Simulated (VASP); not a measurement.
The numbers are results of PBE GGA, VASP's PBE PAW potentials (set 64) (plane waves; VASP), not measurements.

VASP input:

**KPOINTS**
```
Automatic mesh
0
Gamma
6 6 4
0 0 0
```

### INCAR
```
! general
SYSTEM =CdS
PREC   =Accurate
ENCUT  =500   ! plane-wave cut-off (eV)
LREAL  =.False.   ! projection in real space or not
LASPH  =.True.   ! aspherical one-centre terms

! electronic loop
EDIFF  =1E-6
NELM   =100
ALGO   =Normal
LMAXMIX=4

! smearing
ISMEAR =0   ! Gaussian
SIGMA  =0.05   ! width (eV)

! functional
GGA    =PE

! ions
IBRION =2
NSW    =40
ISIF   =3
EDIFFG =-0.02   ! ionic stop

! output
LWAVE  =.False.
LCHARG =.False.
```

POSCAR:
```
CdS
1
    2.0980360424    -3.6339048429     0.0000000000
    2.0980360424     3.6339048429     0.0000000000
    0.0000000000     0.0000000000     6.8148994377
Cd S
2 2
Direct
  0.6666670000   0.3333330000   0.5000029639
  0.3333330000   0.6666670000   0.0000029639
  0.6666670000   0.3333330000   0.8769970361
  0.3333330000   0.6666670000   0.3769970361
```

POTCAR, in this order: Cd S (PBE.64 set). Program: vasp_std.

Problem. What will the output report for the number of irreducible k-points (NKPTS), largest plane-wave count, number of space-group operations, FFT grid (NGX, NGY, NGZ)?

Solution. 
- number of irreducible k-points (NKPTS): 21
- largest plane-wave count: 2665
- number of space-group operations: 12
- FFT grid (NGX, NGY, NGZ): 32 × 32 × 50

The compound is CdS in the wurtzite structure. This run relaxes it. Symmetry was kept, so distortions that lower it aren't found.
